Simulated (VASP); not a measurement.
All values below come from PBE GGA, VASP's PBE PAW potentials (set 64) (plane waves; VASP 6.6.1).

Input for VASP

File KPOINTS:
```
k-points along high-symmetry lines
15
Line-mode
Reciprocal
  0.000000   0.000000   0.000000 ! GAMMA
 -0.500000  -0.500000   0.000000 ! X

 -0.500000  -0.500000   0.000000 ! X
 -0.375000  -0.375000   0.250000 ! U

 -0.375000   0.000000   0.375000 ! K
  0.000000   0.000000   0.000000 ! GAMMA

  0.000000   0.000000   0.000000 ! GAMMA
  0.000000   0.000000   0.500000 ! L

  0.000000   0.000000   0.500000 ! L
 -0.500000  -0.250000   0.250000 ! W

 -0.500000  -0.250000   0.250000 ! W
 -0.500000  -0.500000   0.000000 ! X
```

### INCAR
```
SYSTEM = BAs
PREC = Accurate
ENCUT = 450
EDIFF = 1E-6
NELM = 100
ALGO = Normal
LREAL = .FALSE.
LASPH = .TRUE.
ISMEAR = 0
SIGMA = 0.05
GGA = PE
LMAXMIX = 4
LWAVE = .FALSE.
LCHARG = .FALSE.
ICHARG = 11
```

POSCAR:
```
BAs
1
    0.0000000000     2.4082996404     2.4082996404
    2.4082996404     0.0000000000     2.4082996404
    2.4082996404     2.4082996404     0.0000000000
B As
1 1
Direct
  0.0000000000   0.0000000000   0.0000000000
  0.2500000000   0.2500000000   0.2500000000
```

POTCAR, in this order: B As (PBE.64 set). Program: vasp_std. Read from the step before: CHGCAR.

The resulting files:

### OSZICAR
```
       N       E                     dE             d eps       ncg     rms          rms(c)
DAV:   1     0.125658166280E+02    0.12566E+02   -0.35549E+03  1448   0.775E+02
DAV:   2    -0.909854801734E+01   -0.21664E+02   -0.20424E+02  2224   0.973E+01
DAV:   3    -0.938955697459E+01   -0.29101E+00   -0.29101E+00  1664   0.149E+01
DAV:   4    -0.938998976008E+01   -0.43279E-03   -0.43279E-03  2192   0.592E-01
DAV:   5    -0.938999002659E+01   -0.26651E-06   -0.26685E-06  1584   0.980E-03
DAV:   6    -0.938999002794E+01   -0.13502E-08   -0.13501E-08  2160   0.489E-04
   1 F= -.93899900E+01 E0= -.93899900E+01  d E =-.107277E-17
```

File OUTCAR:
```
 val. band max:        5.8560860087   @ k =   0.0000   0.0000   0.0000

 cond. band min:       7.0573089579   @ k =  -0.3929  -0.3929   0.0000



 k-point     1 :       0.0000    0.0000    0.0000
  band No.  band energies     occupation
      1      -9.3217      2.00000
      2       5.8561      2.00000
      3       5.8561      2.00000
      4       5.8561      2.00000
      5       9.1018      0.00000
      6       9.1018      0.00000
      7       9.1018      0.00000
      8      10.2302      0.00000

 k-point     2 :      -0.0357   -0.0357    0.0000
  band No.  band energies     occupation
      1      -9.2944      2.00000
      2       5.7047      2.00000
      3       5.7237      2.00000
      4       5.7237      2.00000
      5       9.0144      0.00000
      6       9.2641      0.00000
      7       9.2641      0.00000
      8      10.3814      0.00000

 k-point     3 :      -0.0714   -0.0714    0.0000
  band No.  band energies     occupation
      1      -9.2123      2.00000
      2       5.2960      2.00000
      3       5.3894      2.00000
      4       5.3894      2.00000
      5       8.8113      0.00000
      6       9.6875      0.00000
      7       9.6875      0.00000
      8      10.7282      0.00000

 k-point     4 :      -0.1071   -0.1071    0.0000
  band No.  band energies     occupation
      1      -9.0760      2.00000
      2       4.7182      2.00000
      3       4.9575      2.00000
      4       4.9575      2.00000
      5       8.5565      0.00000
      6      10.2663      0.00000
      7      10.2663      0.00000
      8      11.0979      0.00000

 k-point     5 :      -0.1429   -0.1429    0.0000
  band No.  band energies     occupation
      1      -8.8860      2.00000
      2       4.0418      2.00000
      3       4.4966      2.00000
      4       4.4966      2.00000
      5       8.2813      0.00000
      6      10.9299      0.00000
      7      10.9299      0.00000
      8      11.3224      0.00000
...
```

The density is held fixed in this step, so its total energy and stress have no physical meaning.

The compound is BAs in the zinc blende structure. It was relaxed first.
